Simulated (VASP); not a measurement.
A run of VASP 6.6.1 is set up as follows.

The input INCAR:

```
  ALGO = Normal
  EDIFF = 1E-6
  EDIFFG = -0.01
  ENCUT = 300
  GGA = PE
  IBRION = 2
  ISIF = 2
  ISMEAR = -1
  LASPH = T
  LCHARG = F
  LREAL = F
  LWAVE = F
  NELM = 60
  NSW = 60
  PREC = Accurate
  SIGMA = 0.05
```

File KPOINTS:

```
k-points
0
Gamma
  2 2 2
```

POSCAR

```
CuSi64
1.0
   10.9380000000      0.0000000000      0.0000000000
    0.0000000000     10.9380000000      0.0000000000
    0.0000000000      0.0000000000     10.9380000000
Si Cu
64 1
Direct
    0.5000000000      0.0000000000      0.0000000000
    0.7500000000      0.2500000000      0.0000000000
    0.7500000000      0.0000000000      0.2500000000
    0.0000000000      0.0000000000      0.0000000000
    0.2500000000      0.2500000000      0.0000000000
    0.5000000000      0.5000000000      0.0000000000
    0.7500000000      0.7500000000      0.0000000000
    0.2500000000      0.0000000000      0.2500000000
    0.5000000000      0.2500000000      0.2500000000
    0.7500000000      0.5000000000      0.2500000000
    0.5000000000      0.0000000000      0.5000000000
    0.7500000000      0.2500000000      0.5000000000
    0.7500000000      0.0000000000      0.7500000000
    0.0000000000      0.5000000000      0.0000000000
    0.2500000000      0.7500000000      0.0000000000
    0.0000000000      0.2500000000      0.2500000000
    0.2500000000      0.5000000000      0.2500000000
    0.5000000000      0.7500000000      0.2500000000
    0.0000000000      0.0000000000      0.5000000000
    0.2500000000      0.2500000000      0.5000000000
    0.5000000000      0.5000000000      0.5000000000
    0.7500000000      0.7500000000      0.5000000000
    0.2500000000      0.0000000000      0.7500000000
    0.5000000000      0.2500000000      0.7500000000
    0.7500000000      0.5000000000      0.7500000000
    0.0000000000      0.7500000000      0.2500000000
    0.0000000000      0.5000000000      0.5000000000
    0.2500000000      0.7500000000      0.5000000000
    0.0000000000      0.2500000000      0.7500000000
    0.2500000000      0.5000000000      0.7500000000
    0.5000000000      0.7500000000      0.7500000000
    0.0000000000      0.7500000000      0.7500000000
    0.6250000000      0.1250000000      0.1250000000
    0.8750000000      0.3750000000      0.1250000000
    0.8750000000      0.1250000000      0.3750000000
    0.1250000000      0.1250000000      0.1250000000
    0.3750000000      0.3750000000      0.1250000000
    0.6250000000      0.6250000000      0.1250000000
    0.8750000000      0.8750000000      0.1250000000
    0.3750000000      0.1250000000      0.3750000000
    0.6250000000      0.3750000000      0.3750000000
    0.8750000000      0.6250000000      0.3750000000
    0.6250000000      0.1250000000      0.6250000000
    0.8750000000      0.3750000000      0.6250000000
    0.8750000000      0.1250000000      0.8750000000
    0.1250000000      0.6250000000      0.1250000000
    0.3750000000      0.8750000000      0.1250000000
    0.1250000000      0.3750000000      0.3750000000
    0.3750000000      0.6250000000      0.3750000000
    0.6250000000      0.8750000000      0.3750000000
    0.1250000000      0.1250000000      0.6250000000
    0.3750000000      0.3750000000      0.6250000000
    0.6250000000      0.6250000000      0.6250000000
    0.8750000000      0.8750000000      0.6250000000
    0.3750000000      0.1250000000      0.8750000000
    0.6250000000      0.3750000000      0.8750000000
    0.8750000000      0.6250000000      0.8750000000
    0.1250000000      0.8750000000      0.3750000000
    0.1250000000      0.6250000000      0.6250000000
    0.3750000000      0.8750000000      0.6250000000
    0.1250000000      0.3750000000      0.8750000000
    0.3750000000      0.6250000000      0.8750000000
    0.6250000000      0.8750000000      0.8750000000
    0.1250000000      0.8750000000      0.8750000000
    0.3125000000      0.3125000000      0.3125000000
```

Potentials or basis: VASP PAW PBE potentials, release 64 (Si, Cu).

Run with:

```console
$ cat potpaw_PBE.64/Si/POTCAR potpaw_PBE.64/Cu/POTCAR > POTCAR
$ mpirun -np 1 vasp_std > vasp.out
```

(1) What does it give for the energy gained by relaxing?

(2) What does it give for the band gap on the k mesh?

## Answers

(1) 7.3 meV/atom.

(2) none (metal or under the smearing width).
